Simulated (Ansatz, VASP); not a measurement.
## SiCl3: VASP beside Ansatz

One calculation is typed for both programs; each brings its own data sets. How far apart do they land? The cell is generated by rule, not measured, and may not be a known phase. The cell is taken from a series of runs on this material, whose earlier steps may have relaxed, scaled, displaced or heated it; both programs get it as it stands.

Program: Ansatz 0.2.0. Level of theory: plane waves, with VASP 6.6.1 beside it; PBE. Results are calculated unless marked as measured.

The structure was built from a prototype and need not be the compound's stable phase.

## (1) Starting point

Symmetry: R3m, No. 160, trigonal system. Conventional cell: a = 6.696 Å, b = 6.696 Å, c = 8.201 Å, α = 90.00°, β = 90.00°, γ = 120.00°. Si has 3 Cl at 1.96 Å nearest. Nearest to Cl lie 1 Si at 1.96 Å. Farther neighbours and most contacts between anions are not listed.

## (2) VASP: single point, PBE, pair 1

A single point takes one fixed geometry, so differences don't come from the geometry; what else differs is listed under the comparison.

Lines of VASP's logs that name or quote its potential files are left out, and so is its time.

File INCAR:

```
SYSTEM = SiCl3
PREC = Accurate
ENCUT = 500
EDIFF = 1E-06
NELM = 120
ISMEAR = 1
SIGMA = 0.2
LREAL = .FALSE.
ALGO = Normal
GGA = PE
NBANDS = 18
LORBIT = 11
LWAVE = .FALSE.
LCHARG = .FALSE.
ISIF = 2
LASPH = .TRUE.
GGA_COMPAT = .FALSE.
KPAR = 2
```

File POSCAR:

```
SiCl3
1.0
    4.7349396865      0.0000000000      0.0000000000
    0.0000000000      4.7349396865      0.0000000000
    0.0000000000      0.0000000000      4.7349396865
Si Cl
1 3
Direct
    0.0731604169      0.9268395831      0.9268395831
    0.4678177373      0.0128892679      0.0128892679
    0.9871107321      0.0128892679      0.5321822627
    0.9871107321      0.5321822627      0.0128892679
```

File KPOINTS:

```
Automatic mesh
0
Gamma
10 10 10
0 0 0
```

Potentials, in the order of the species: Si and Cl (PBE family, release 64).

Command:

```
mpirun -np 2 vasp_std
```

Numbers of over 12 decimals in the logs are rounded to 6 here.

Log:

```text
[banner, memory and clock lines left out]
running    2 mpi-ranks, on    1 nodes
 distrk:  each k-point on    1 cores,    2 groups
 distr:  one band on    1 cores,    1 groups

 POSCAR found type information on POSCAR SiCl
 POSCAR found :  2 types and       4 ions
 LDA part: xc-table for (Slater+PW92), standard interpolation
 POSCAR, INCAR and KPOINTS ok, starting setup
 FFT: planning ... GRIDC
 FFT: planning ... GRID_SOFT
 FFT: planning ... GRID
 WAVECAR not read
 entering main loop
       N       E                     dE             d eps       ncg     rms          rms(c)
DAV:   1     0.161273259656E+03    0.16127E+03   -0.10369E+04  4176   0.110E+03
DAV:   2    -0.124824411286E+01   -0.16252E+03   -0.15917E+03  5462   0.220E+02
DAV:   3    -0.135388179797E+02   -0.12291E+02   -0.12248E+02  5338   0.705E+01
DAV:   4    -0.137082138848E+02   -0.16940E+00   -0.16929E+00  5806   0.939E+00
DAV:   5    -0.137117457317E+02   -0.35318E-02   -0.35315E-02  5554   0.131E+00    0.160E+01
DAV:   6    -0.133725465690E+02    0.33920E+00   -0.61983E-01  4680   0.439E+00    0.880E+00
DAV:   7    -0.133402535181E+02    0.32293E-01   -0.41167E-01  5124   0.362E+00    0.222E+00
DAV:   8    -0.133368506224E+02    0.34029E-02   -0.46624E-02  4730   0.136E+00    0.514E-01
DAV:   9    -0.133368867058E+02   -0.36083E-04   -0.21108E-03  5780   0.318E-01    0.283E-01
DAV:  10    -0.133369197536E+02   -0.33048E-04   -0.29450E-04  4618   0.117E-01    0.309E-02
DAV:  11    -0.133369124730E+02    0.72807E-05   -0.54969E-05  5756   0.458E-02    0.419E-02
DAV:  12    -0.133369095429E+02    0.29301E-05   -0.34254E-06  4440   0.129E-02    0.112E-02
DAV:  13    -0.133369074540E+02    0.20889E-05   -0.26603E-06  4436   0.116E-02    0.747E-03
DAV:  14    -0.133369071810E+02    0.27301E-06   -0.22854E-07  4472   0.343E-03
   1 F= -.13336907E+02 E0= -.13337315E+02  d E =0.122338E-02
```

OUTCAR, selected parts (step 2):

```text
ion  position               nearest neighbor table
   1  0.073  0.927  0.927-   2 1.96   3 1.96   4 1.96
   2  0.468  0.013  0.013-   1 1.96
   3  0.987  0.013  0.532-   1 1.96
   4  0.987  0.532  0.013-   1 1.96

  LATTYP: Found a simple cubic cell.
 ALAT       =     4.7349396865

 Subroutine GETGRP returns: Found  6 space group operations
 (whereof  6 operations were pure point group operations)

The static configuration has the point symmetry C_3v.

 Found    116 irreducible k-points:

   k-points           NKPTS =    116   k-points in BZ     NKDIM =    116   number of bands    NBANDS=     18

   dimension x,y,z NGX =    36 NGY =   36 NGZ =   36
   dimension x,y,z NGXF=    72 NGYF=   72 NGZF=   72

   ENCUT  =  500.0 eV  36.75 Ry    6.06 a.u.   8.63  8.63  8.63*2*pi/ulx,y,z

   NELECT =      25.0000    total number of electrons

 k-points in reciprocal lattice and weights: Automatic mesh
   0.00000000  0.00000000  0.00000000       0.001
   0.10000000  0.00000000  0.00000000       0.006
   0.20000000  0.00000000  0.00000000       0.006
   0.30000000  0.00000000  0.00000000       0.006
   0.40000000  0.00000000  0.00000000       0.006
   0.50000000  0.00000000  0.00000000       0.003
   0.10000000  0.10000000  0.00000000       0.006
   0.00000000  0.10000000  0.10000000       0.006
   0.20000000  0.10000000  0.00000000       0.012
[...]
0.50000000  0.50000000  0.40000000       0.006
   0.50000000  0.50000000  0.50000000       0.001

 average (electrostatic) potential at core
       1 -88.1621       2 -94.2739       3 -94.2739       4 -94.2739

 E-fermi :   2.8314

 k-point     1 :       0.0000    0.0000    0.0000
  band No.  band energies     occupation
    ...
      9      -1.5630      2.00000
     10      -1.1768      2.00000
     11      -1.1768      2.00000
     12      -1.0014      2.00000
     13       0.6959      2.00000
     14       5.8208     -0.00000
     15       6.7569     -0.00000
     16       7.5727      0.00000
     17       7.5727      0.00000
     18       9.4528      0.00000

 k-point     2 :       0.1000    0.0000    0.0000
  band No.  band energies     occupation
    ...
      9      -1.5576      2.00000
     10      -1.2289      2.00000
     11      -1.1748      2.00000
     12      -0.9963      2.00000
     13       0.8416      2.00000
     14       5.9253     -0.00000
     15       6.8537      0.00000
     16       7.6154      0.00000
     17       7.6894      0.00000
     18       9.4534      0.00000

 k-point     3 :       0.2000    0.0000    0.0000
  band No.  band energies     occupation
    ...
      9      -1.5879      2.00000
     10      -1.3250      2.00000
     11      -1.1624      2.00000
     12      -1.0070      2.00000
     13       1.2279      2.00000
     14       6.2043     -0.00000
     15       7.1072      0.00000
     16       7.7333      0.00000
     17       8.0185      0.00000
     18       9.4048      0.00000

  Total        7.0492865      7.0492865      7.0492865      0.9666579     -0.9666579      0.9666579
  in kB      106.3928369    106.3928369    106.3928369     14.5894874    -14.5894874     14.5894874
  external PRESSURE =     106.3928369 kB  Pullay stress =       0.0000000 kB

  energy-cutoff  :      500.00
  volume of cell :      106.16
      direct lattice vectors                 reciprocal lattice vectors
     4.734939686  0.000000000  0.000000000     0.211195932  0.000000000  0.000000000
     0.000000000  4.734939686  0.000000000     0.000000000  0.211195932  0.000000000
     0.000000000  0.000000000  4.734939686     0.000000000  0.000000000  0.211195932

 POSITION                                       TOTAL-FORCE (eV/Angst)
 -----------------------------------------------------------------------------------
      0.34641      4.38853      4.38853        -1.304789      1.304789      1.304789
      2.21509      0.06103      0.06103         2.303780      0.499495      0.499495
      4.67391      0.06103      2.51985        -0.499495      0.499495     -2.303780
      4.67391      2.51985      0.06103        -0.499495     -2.303780      0.499495
 -----------------------------------------------------------------------------------
    total drift:                               -0.000212      0.000212      0.000212

  FREE ENERGIE OF THE ION-ELECTRON SYSTEM (eV)
  ---------------------------------------------------
  free  energy   TOTEN  =       -13.3369071810 eV

  energy  without entropy=      -13.3381305601  energy(sigma->0) =      -13.33731497

 total charge
# of ion       s       p       d       tot
------------------------------------------
    1        0.778   0.875   0.000   1.653
    2        1.613   3.580   0.000   5.194
    3        1.613   3.580   0.000   5.194
    4        1.613   3.580   0.000   5.194
--------------------------------------------------
tot          5.618  11.615   0.000  17.234

[... 3 further parts left out ...]
```

This run has no spin polarisation. Its electron count is odd, so without a moment it is a metal by construction.

## (3) Ansatz: single point, PBE, pair 1

Ansatz runs on norm-conserving files, of PseudoDojo where its log says so.

The same cell, functional, mesh and smearing now go to Ansatz, which takes its cutoff from its data sets.

File input.yaml:

```yaml
crystal:
  lattice:
    - [4.7349396865, 0.0, 0.0]
    - [0.0, 4.7349396865, 0.0]
    - [0.0, 0.0, 4.7349396865]
  atoms:
    - { symbol: Si, position: [0.0731604169, -0.0731604169, -0.0731604169] }
    - { symbol: Cl, position: [0.4678177373, 0.0128892679, 0.0128892679] }
    - { symbol: Cl, position: [-0.0128892679, 0.0128892679, 0.5321822627] }
    - { symbol: Cl, position: [-0.0128892679, 0.5321822627, 0.0128892679] }
kpoints:
  mp_grid: { grid: [10, 10, 10] }
hamiltonian:
  xc: pbe
  pseudopotentials: { kind: nc }
scf:
  occupations: { method: methfessel_paxton, width: 0.2 }
output:
  forces: true
  stress: true
  eigenvalues: true
```

Command:

```
ansatz run input.yaml --threads 4 --pin off --max-ram 14336MiB --backend cpu --events-out ev --progress --plain --runs-dir out
```

Log:

```text
Engine: ansatz 0.2.0, aarch64-unknown-linux-gnu
Pseudopotentials: kind: nc
Pseudopotential: Si, nc, valence charge 4, recommended cutoff 489.804952 eV (normal), Si.nc.azcp
Pseudopotential: Cl, nc, valence charge 7, recommended cutoff 789.130201 eV (normal), Cl.nc.azcp (PseudoDojo's, or run here from an input of PseudoDojo's: the run reads no file of this project's for it)
Functional definition: PBE
  parameter kappa = 0.804
  parameter beta = 0.066725
  exchange = pbe_x(kappa = kappa, mu = beta*pi^2/3)
  correlation = pbe_c(beta = beta)
Crystal: 4 atoms, lattice volume = 106.156 Å³
Basis set: ecut = 789.130201 eV, 5377 PW (Γ), exchange–correlation on 90×90×90 points (8 copies of the dense FFT grid, shifted against one another)
Bands: 17, of which v1, the nominal top of the filled ones, is band 13 counted from 1 (12 counted from 0)
Symmetry: 6 space group operations
Space group: R3m (ITA 160), of the structure as read, at distance tolerance 4.7e-5 Å
k-points: 116 of 1000 (time reversal used)
Non-local potential: Si, projectors of the file, l = 0: 2, l = 1: 2, l = 2: 2
Non-local potential: Cl, projectors of the file, l = 0: 2, l = 1: 2, l = 2: 2
Initial density: superposition of atomic densities (chi_scale 0.1, normalization cell, long waves kept (reshape's long-wave potential 0.02 eV rms))
Initial wavefunctions: pseudopotential atomic-orbital guess
Functional: x = pbe(κ = 0.804, μ = 0.219515), c = pbe(β = 0.066725)
SCF iter   1: F=—  HF=-1456.651613 eV  |F-HF|=—  |Δ(HF+E_count)|=         —  Δρ=3.39e-2  dr2=1.49e0  ethr=3.10e-3  ⟨swp⟩=8.3  Hψ=15392  notcnv=0
preconditioner: auto → Kerker (q_TF=auto, 2.144 Å⁻¹)  [metal: Δε(μ)=0.045 eV  Ē_g=12.486 eV  σ=0.200 eV  W_gap=0.19  n_scr=18 (ndim 8)  ℏωp=18.0 eV  f_vac=0.134  D(μ)=0.85/eV (n_scr^D=0)]
SCF iter   2: F=—  HF=-1456.299779 eV  |F-HF|=—  |Δ(HF+E_count)|=   3.52e-1  S|Δr|=    0.00e0  Δρ=1.75e-2  dr2=4.12e-1  ethr=3.10e-3  ⟨swp⟩=4.0  Hψ=4656  notcnv=0  defer=12
SCF iter   3: F=—  HF=-1456.190275 eV  |F-HF|=—  |Δ(HF+E_count)|=   1.10e-1  S|Δr|=    0.00e0  Δρ=3.12e-3  dr2=2.05e-2  ethr=1.65e-3  ⟨swp⟩=3.0  Hψ=3948  notcnv=0  defer=12
SCF iter   4: F=—  HF=-1456.188994 eV  |F-HF|=—  |Δ(HF+E_count)|=   1.28e-3  S|Δr|=    0.00e0  Δρ=1.07e-3  dr2=4.70e-3  ethr=8.22e-5  ⟨swp⟩=2.2  Hψ=3262  notcnv=0  defer=12
SCF iter   5: F=—  HF=-1456.190337 eV  |F-HF|=—  |Δ(HF+E_count)|=   1.34e-3  S|Δr|=    0.00e0  Δρ=5.11e-4  dr2=6.69e-4  ethr=1.88e-5  ⟨swp⟩=2.6  Hψ=3386  notcnv=0  defer=12
SCF iter   6: F=—  HF=-1456.191236 eV  |F-HF|=—  |Δ(HF+E_count)|=   8.99e-4  S|Δr|=    0.00e0  Δρ=1.84e-4  dr2=7.62e-5  ethr=2.68e-6  ⟨swp⟩=2.4  Hψ=3010  notcnv=0  defer=12
SCF iter   7: F=—  HF=-1456.191342 eV  |F-HF|=—  |Δ(HF+E_count)|=   1.06e-4  S|Δr|=    0.00e0  Δρ=6.22e-5  dr2=4.88e-6  ethr=3.05e-7  ⟨swp⟩=2.2  Hψ=3238  notcnv=0  defer=12
SCF iter   8: F=—  HF=-1456.191343 eV  |F-HF|=—  |Δ(HF+E_count)|=   4.37e-7  S|Δr|=    0.00e0  Δρ=1.20e-5  dr2=2.45e-7  ethr=1.95e-8  ⟨swp⟩=2.3  Hψ=3372  notcnv=0  defer=12
SCF iter   9: F=-1456.191343 eV  HF=-1456.191343 eV  |F-HF|=2.22e-8  |Δ(HF+E_count)|=   2.48e-7  S|Δr|=    0.00e0  Δρ=5.12e-6  dr2=4.92e-8  ethr=4.00e-10  ⟨swp⟩=10.4  Hψ=12372  notcnv=0
SCF 1 converged in 9 iterations: F = -1456.191343 eV  dr2 = 4.92e-8
SCF converged after 9 iterations
Stability not checked: this state was not tested for a lower state beside it, because cold or Methfessel-Paxton smearing, or corrected tetrahedra, fill the levels in a way that the test cannot read (fill_not_monotonic; see scf.lower_state_search)
Free energy (F): -1456.191343 eV
Harris-Foulkes:  -1456.191343 eV  (|F-HF|=2.22e-8)
Internal energy: -1456.192564 eV  (E = F + TS)
E sigma→0 (E₀):  -1456.191648 eV
Entropy (-TS):   0.001221 eV (0.305 meV/atom)
Fermi energy:    3.748320 eV
--- Per-component energies (eV) ---
  E_band       = -110.426963
  E_kinetic    = 507.299295
  E_local      = -1133.268636  (includes V_loc(G=0)·N_el)
  E_nonlocal   = 203.412068
  E_hartree    = 340.633295
  E_xc         = -410.919206
  E_vxc        = -369.137001  (∫ρ·V_xc dr)
  E_ewald      = -963.349381
  E_smearing   = 0.001221  (= −TS)
  E_closure    = 0.000000  (closes the sum)
  Σ components = -1456.191343   (vs F -1456.191343, Δ=0.00e0)
--- Forces (eV/Å), atoms counted from 1 ---
  atom   1  Si    -1.34359242     1.34359242     1.34359242
  atom   2  Cl     2.36723579     0.51182258     0.51182258
  atom   3  Cl    -0.51182258     0.51182258    -2.36723579
  atom   4  Cl    -0.51182258    -2.36723579     0.51182258
  max |Σ_I F_I| component: 1.78e-6 eV/Å
--- Stress (GPa, compression-positive) ---
       10.867958       1.526853       1.526853
        1.526853      10.867958      -1.526853
        1.526853      -1.526853      10.867958
  P = ⅓ Tr σ = 10.8680 GPa (108.680 kbar)
--- Band table (eV; the first three rows and the last of 116) ---
  k-point 0: bands = [... 9 lower, -0.2363, -0.2363, -0.0569, 1.6168, 6.7210, 7.6537, 8.4287, 8.4287]
  k-point 1: bands = [... 9 lower, -0.2884, -0.2341, -0.0520, 1.7622, 6.8238, 7.7513, 8.4713, 8.5444]
  k-point 2: bands = [... 9 lower, -0.3849, -0.2218, -0.0629, 2.1477, 7.0973, 8.0077, 8.5901, 8.8710]
  k-point 115: bands = [... 9 lower, 0.6049, 0.6049, 0.7854, 5.6986, 6.7357, 6.7357, 7.1966, 7.9812]
```

The column dr2 measures how far the density is from self-consistency, as an energy; F and HF (Harris–Foulkes) agree once it is small.

The run ends at a pressure of 10.87 GPa, with forces up to 2.5 eV/Å.

## (4) Comparison

Known differences besides the potentials themselves: the cutoff is 789.13 eV in Ansatz and 500 eV in VASP. Total energies have different zeros and are not compared.

Both answers:

```tsv
quantity	Ansatz	VASP	difference
pressure (GPa)	10.87	10.64	+0.23
```

Forces (eV/Å; atoms numbered as in POSCAR):

```tsv
atom	Ansatz x, y, z	VASP x, y, z
Si1	-1.344, 1.344, 1.344	-1.305, 1.305, 1.305
Cl2	2.367, 0.512, 0.512	2.304, 0.499, 0.499
Cl3	-0.512, 0.512, -2.367	-0.499, 0.499, -2.304
Cl4	-0.512, -2.367, 0.512	-0.499, -2.304, 0.499
```

The forces differ by 38 meV/Å r.m.s., which is 2.8 % of the r.m.s. force of 1.370 eV/Å (both taken over all components).

## (5) Ansatz: single point, PBE, pair 2

A single point takes one fixed geometry, so differences don't come from the geometry; what else differs is listed under the comparison.

The cell is taken from a series of runs on this material, whose earlier steps may have relaxed, scaled, displaced or heated it; both programs get it as it stands.

input.yaml, the sections that differ from step 3:

```yaml
crystal:
  lattice:
    - [4.7349396865, 0.0, 0.0]
    - [0.0, 4.7349396865, 0.0]
    - [0.0, 0.0, 4.7349396865]
  atoms:
    - { symbol: Si, position: [0.0, -0.0084478373, 0.0] }
    - { symbol: Cl, position: [0.5, 0.0014883245, 0.0] }
    - { symbol: Cl, position: [0.0, 0.0014883245, 0.5] }
    - { symbol: Cl, position: [0.0, 0.5037160876, 0.0] }
# kpoints, hamiltonian, scf, output: as in step 3
```

Log:

```text
[...]
Crystal: 4 atoms, lattice volume = 106.156 Å³
Basis set: ecut = 789.130201 eV, 5377 PW (Γ), exchange–correlation on 90×90×90 points (8 copies of the dense FFT grid, shifted against one another)
Bands: 17, of which v1, the nominal top of the filled ones, is band 13 counted from 1 (12 counted from 0)
Symmetry: 8 space group operations
[...]
P = ⅓ Tr σ = 0.0603 GPa (0.603 kbar)
--- Band table (eV; the first three rows and the last of 126) ---
  k-point 0: bands = [... 9 lower, 0.1534, 0.2333, 0.2347, 0.2347, 7.6330, 8.3020, 8.3020, 8.3194]
  k-point 1: bands = [... 9 lower, 0.1329, 0.2117, 0.2123, 0.2733, 7.7552, 8.3192, 8.4341, 8.4578]
  k-point 2: bands = [... 9 lower, 0.0805, 0.2003, 0.2053, 0.4620, 8.0867, 8.3731, 8.5976, 8.8245]
  k-point 125: bands = [... 9 lower, 1.0630, 1.0630, 1.0695, 4.1257, 4.1257, 4.1421, 6.3222, 8.3675]
[key lines of the parts left out:]
SCF converged after 8 iterations
Free energy (F): -1456.254947 eV
Fermi energy:    2.211392 eV
```

The run ends at a pressure of 0.06 GPa, with forces up to 0.27 eV/Å.

## (6) VASP: single point, PBE, pair 2

The same cell, functional, mesh and smearing now go to VASP, with its own data sets.

INCAR is that of step 2.

File POSCAR:

```
SiCl3
1.0
    4.7349396865      0.0000000000      0.0000000000
    0.0000000000      4.7349396865      0.0000000000
    0.0000000000      0.0000000000      4.7349396865
Si Cl
1 3
Direct
    0.0000000000      0.9915521627      0.0000000000
    0.5000000000      0.0014883245      0.0000000000
    0.0000000000      0.0014883245      0.5000000000
    0.0000000000      0.5037160876      0.0000000000
```

KPOINTS is that of step 2.

Command:

```
mpirun -np 2 vasp_std
```

Log:

```text
[... set-up lines as in an earlier step ...]
 entering main loop
       N       E                     dE             d eps       ncg     rms          rms(c)
DAV:   1     0.155877605146E+03    0.15588E+03   -0.10360E+04  4536   0.109E+03
DAV:   2    -0.121031262807E+01   -0.15709E+03   -0.15351E+03  6156   0.212E+02
DAV:   3    -0.136897500577E+02   -0.12479E+02   -0.12431E+02  5416   0.696E+01
DAV:   4    -0.138864721231E+02   -0.19672E+00   -0.19656E+00  6688   0.996E+00
[...]
DAV:  10    -0.133605734766E+02   -0.42743E-04   -0.12800E-04  5724   0.789E-02    0.387E-02
DAV:  11    -0.133605832988E+02   -0.98221E-05   -0.32321E-05  5942   0.345E-02    0.932E-03
DAV:  12    -0.133605825727E+02    0.72610E-06   -0.66050E-06  5924   0.152E-02
   1 F= -.13360583E+02 E0= -.13361679E+02  d E =0.329020E-02
```

OUTCAR, selected parts (step 6):

```text
  Total       -0.0801044      0.0694785     -0.0801044      0.0000000      0.0000000      0.0000000
  in kB       -1.2089931      1.0486185     -1.2089931      0.0000000      0.0000000      0.0000000
  external PRESSURE =      -0.4564559 kB  Pullay stress =       0.0000000 kB

 POSITION                                       TOTAL-FORCE (eV/Angst)
 -----------------------------------------------------------------------------------
      0.00000      4.69494      0.00000        -0.000000     -0.275263      0.000000
      2.36747      0.00705      0.00000        -0.000000      0.060921     -0.000000
      0.00000      0.00705      2.36747         0.000000      0.060921      0.000000
      0.00000      2.38507      0.00000         0.000000      0.153422     -0.000000
 -----------------------------------------------------------------------------------
    total drift:                                0.000000      0.000598     -0.000000

  FREE ENERGIE OF THE ION-ELECTRON SYSTEM (eV)
  ---------------------------------------------------
  free  energy   TOTEN  =       -13.3605825727 eV

  energy  without entropy=      -13.3638727744  energy(sigma->0) =      -13.36167931

[... 1 part as in an earlier step ...]

[... 2 further parts left out ...]
[key lines of the parts left out:]
E-fermi :   1.2839
```

The run ends at a pressure of -0.05 GPa, with forces up to 0.28 eV/Å.

(Part 1 of 2 ends here.)

[Lines on the potential files, build, host, timing and source positions are cut from VASP's logs without a mark.]

[Logs are printed without paths, hosts, clocks, repeated set-up lines and the standing remarks that a program may print on its own settings, such as how far it seeks lower states.]

[Hosts, paths, dates, database ids (printed as entryN), source tags and the programs' standing remarks are cut or masked in the printed files.]
